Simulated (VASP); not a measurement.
Level of theory: r2SCAN meta-GGA, VASP's PBE PAW potentials (set 64) (plane waves; VASP 6.6.1).

VASP input:

KPOINTS:
```
Automatic mesh
0
Gamma
9 9 9
0 0 0
```

**INCAR**
```
ALGO = Normal
EDIFF = 1E-6
EDIFFG = -0.01
ENCUT = 400
IBRION = 2
ISIF = 3
ISMEAR = 1
LASPH = .True.
LCHARG = .False.
LMAXMIX = 4
LMIXTAU = .True.
LREAL = .False.
LWAVE = .False.
METAGGA = R2SCAN
NELM = 100
NSW = 60
PREC = Accurate
SIGMA = 0.1
SYSTEM = ZrAs
```

File POSCAR:
```
ZrAs
1
    3.8220000000     0.0000000000     0.0000000000
    0.0000000000     3.8220000000     0.0000000000
    0.0000000000     0.0000000000     3.8220000000
Zr As
1 1
Direct
  0.0000000000   0.0000000000   0.0000000000
  0.5000000000   0.5000000000   0.5000000000
```

POTCAR, in this order: Zr_sv As (PBE.64 set). Program: vasp_std.

Energy and stress use the plane-wave basis of the starting cell.

Problem. Predict the energy per atom (σ→0), volume per atom, band gap (on the k-mesh).

Solution. 
| Property | Result |
|---|---|
| energy per atom (σ→0) | -19637 meV/atom |
| band gap (on the k-mesh) | none (metal, semimetal or under 0.01 eV) |
| volume per atom | 18.91 Å³/atom |

### OSZICAR
```
...
DAV:   3    -0.392757133571E+02    0.29198E-03   -0.17219E-03  1128   0.390E-01    0.553E-02
DAV:   4    -0.392756373859E+02    0.75971E-04   -0.49769E-04  1268   0.197E-01    0.301E-02
DAV:   5    -0.392757589776E+02   -0.12159E-03   -0.19796E-04  1080   0.135E-01    0.320E-02
DAV:   6    -0.392757884031E+02   -0.29426E-04   -0.41957E-05  1336   0.488E-02    0.104E-02
DAV:   7    -0.392757866237E+02    0.17794E-05   -0.12663E-05   920   0.326E-02    0.439E-03
DAV:   8    -0.392757903559E+02   -0.37322E-05   -0.36690E-06   940   0.179E-02    0.193E-03
DAV:   9    -0.392757905927E+02   -0.23678E-06   -0.19606E-07   424   0.510E-03
   7 F= -.39275791E+02 E0= -.39274976E+02  d E =-.467145E-03
```

The structure was generated: ZrAs was put into the CsCl type type (Pm-3m), which need not be its known phase. This run relaxes it. Symmetry was kept, so distortions that lower it aren't found. The electron count is odd and the run is not spin-polarised, which forces a metal.
